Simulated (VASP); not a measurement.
Computed with HSE06 screened hybrid, VASP's PBE PAW potentials (set 64) (plane waves; VASP).

VASP ran on this input.

KPOINTS_OPT:
```
named points and PBE's band edges
6
Reciprocal
  0.000000   0.000000   0.000000 1 ! GAMMA
  0.500000   0.500000   0.500000 1 ! R
  0.500000   0.500000   0.000000 1 ! M
  0.000000   0.500000   0.000000 1 ! X
  0.035710   0.035710   0.035710 1 ! near an edge
  0.000000   0.035710   0.000000 1 ! near an edge
```

**INCAR**
```
SYSTEM = BeMg3Te4
PREC = Accurate
ENCUT = 400
EDIFF = 1E-6
NELM = 60
ALGO = Normal
LREAL = .FALSE.
LASPH = .TRUE.
ISMEAR = 0
SIGMA = 0.05
GGA = PE
HFSCREEN = 0.2
AEXX = 0.25
LHFCALC = .TRUE.
PRECFOCK = Fast
ISYM = 3
LMAXMIX = 4
LWAVE = .FALSE.
LCHARG = .FALSE.
ISIF = 2
```

### POSCAR
```
BeMg3Te4
1
    6.2970847389     0.0000000000     0.0000000000
    0.0000000000     6.2970847389     0.0000000000
    0.0000000000     0.0000000000     6.2970847389
Mg Te Be
3 4 1
Direct
  1.0000000000   1.0000000000   1.0000000000
  0.5000000000   0.5000000000   1.0000000000
  0.5000000000   0.0000000000   0.5000000000
  0.2296237714   0.2703762286   0.2703762286
  0.7703762286   0.7296237714   0.2703762286
  0.7703762286   0.2703762286   0.7296237714
  0.2296237714   0.7296237714   0.7296237714
  1.0000000000   0.5000000000   0.5000000000
```

File KPOINTS:
```
kpoints
0
gamma
 4 4 4
0 0 0
```

POTCAR, in this order: Mg Te Be (PBE.64 set). Program: vasp_std. Read from the step before: WAVECAR.

The resulting files:

OSZICAR:
```
       N       E                     dE             d eps       ncg     rms          rms(c)
DAV:   1    -0.311402341870E+02   -0.31140E+02   -0.39783E+00   420   0.129E+01    0.193E+01
DAV:   2    -0.311602977538E+02   -0.20064E-01   -0.67168E-02   473   0.223E+00    0.125E+01
DAV:   3    -0.311583884889E+02    0.19093E-02   -0.33514E-03   475   0.318E-01    0.778E+00
DAV:   4    -0.311577595699E+02    0.62892E-03   -0.73331E-04   490   0.131E-01    0.466E+00
DAV:   5    -0.311575708342E+02    0.18874E-03   -0.17621E-04   495   0.617E-02    0.279E+00
DAV:   6    -0.311575156822E+02    0.55152E-04   -0.45346E-05   490   0.330E-02    0.166E+00
DAV:   7    -0.311575041692E+02    0.11513E-04   -0.13438E-05   490   0.190E-02    0.988E-01
DAV:   8    -0.311575042789E+02   -0.10968E-06   -0.43282E-06   472   0.113E-02
   1 F= -.31157504E+02 E0= -.31157504E+02  d E =-.481274E-13
       N       E                     dE             ncg
```

**OUTCAR**
```
------------------------ aborting loop because EDIFF is reached ----------------------------------------
  FORCE on cell =-STRESS in cart. coord.  units (eV):
  Direction    XX          YY          ZZ          XY          YZ          ZX
  --------------------------------------------------------------------------------------
  Total       -1.5284269     -1.5284269     -1.5284269     -0.0000000      0.0000000      0.0000000
  in kB       -9.8070109     -9.8070109     -9.8070109     -0.0000000      0.0000000      0.0000000
  external PRESSURE =      -9.8070109 kB  Pullay stress =       0.0000000 kB
  volume of cell :      249.70
      direct lattice vectors                 reciprocal lattice vectors
     6.297084739  0.000000000  0.000000000     0.158803644  0.000000000  0.000000000
     0.000000000  6.297084739  0.000000000     0.000000000  0.158803644  0.000000000
     0.000000000  0.000000000  6.297084739     0.000000000  0.000000000  0.158803644
 POSITION                                       TOTAL-FORCE (eV/Angst)
 -----------------------------------------------------------------------------------
      0.00000      0.00000      0.00000        -0.000000      0.000000     -0.000000
      3.14854      3.14854      0.00000        -0.000000      0.000000     -0.000000
      3.14854      0.00000      3.14854        -0.000000      0.000000     -0.000000
      1.44596      1.70258      1.70258         0.024140     -0.024140     -0.024140
      4.85112      4.59450      1.70258        -0.024140      0.024140     -0.024140
      4.85112      1.70258      4.59450        -0.024140     -0.024140      0.024140
      1.44596      4.59450      4.59450         0.024140      0.024140      0.024140
      0.00000      3.14854      3.14854        -0.000000      0.000000     -0.000000
 -----------------------------------------------------------------------------------
    total drift:                                0.000169     -0.000052     -0.000200
  FREE ENERGIE OF THE ION-ELECTRON SYSTEM (eV)
  ---------------------------------------------------
  free  energy   TOTEN  =       -31.1575042789 eV

  energy  without entropy=      -31.1575042789  energy(sigma->0) =      -31.15750428

  exchange ACFDT corr.  =         0.00000000  see jH, gK, PRB 81, 115126
```
(Selected blocks of OUTCAR.)

The structure was generated: BeMg3Te4 was put into an ordered model structure (P-43m), which need not be its known phase. It was relaxed first.
